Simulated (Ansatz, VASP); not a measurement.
BeRu3: VASP beside Ansatz

```
CELL_PARAMETERS angstrom
-1.81772 1.81772 3.97958
1.81772 -1.81772 3.97958
1.81772 1.81772 -3.97958
ATOMIC_POSITIONS crystal
Ru 0.50000 0.50000 0.00000
Ru 0.25000 0.75000 0.50000
Ru 0.75000 0.25000 0.50000
Be 0.00000 0.00000 0.00000
```

Change from the starting cell: volume scaled by 1.02.

Alike in both runs: task single point; functional PBE; k mesh 10 × 10 × 10; occupations fermi-dirac, width 0.05 eV; no spin polarisation.

|  | VASP | Ansatz |
| --- | --- | --- |
| version | VASP 6.6.1 | Ansatz 0.2.0 |
| potentials or method | VASP PAW PBE potentials, release 64 (Ru_pv, Be) | Ansatz PAW |
| plane-wave cutoff (eV) | 520 | 420 |
| valence electrons in the cell | 44 | 50 |

```csv
,VASP,Ansatz,Ansatz less VASP
gap on the k mesh at the Fermi level (eV),none,none,-
pressure (GPa),-6.8,-6.8,+0.04
largest component of the traceless stress (GPa),0.44,0.45,+0.013
```

A gap of «none» marks a metal or a gap that the smearing closes. The two sets of potentials don't hold the same shells in valence.
